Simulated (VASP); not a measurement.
Input:

```yaml
crystal:
  lattice:
    - [3.55343, 0.00000, 0.00000]
    - [0.00000, 3.55343, 0.00000]
    - [0.00000, 0.00000, 3.55343]
  atoms:
    - { symbol: Si, position: [0.00000, 0.00000, 0.00000] }
    - { symbol: Ni, position: [0.00000, 0.50000, 0.50000] }
    - { symbol: Ni, position: [0.50000, 0.00000, 0.50000] }
    - { symbol: Ni, position: [0.50000, 0.50000, 0.00000] }
```

Level of theory: vdW-DF2, VASP's PBE PAW potentials (set 64) (plane waves; VASP). Run with 520 eV cut-off, 9×9×9 Γ-centred mesh, first-order Methfessel-Paxton smearing of 0.10 eV, potentials Si Ni.

Q: Give the stress tensor in GPa (positive for a compressed cell).

A: 
```
5.07  0.00  0.00
0.00  5.07  0.00
0.00  0.00  5.07
```
The pressure is its mean diagonal, 5.07 GPa.

The compound is Ni3Si in the L1_2 structure. This cell is one point of a volume scan, at 0.97 of the reference volume. The run is not spin-polarised, so no magnetic state was tried.
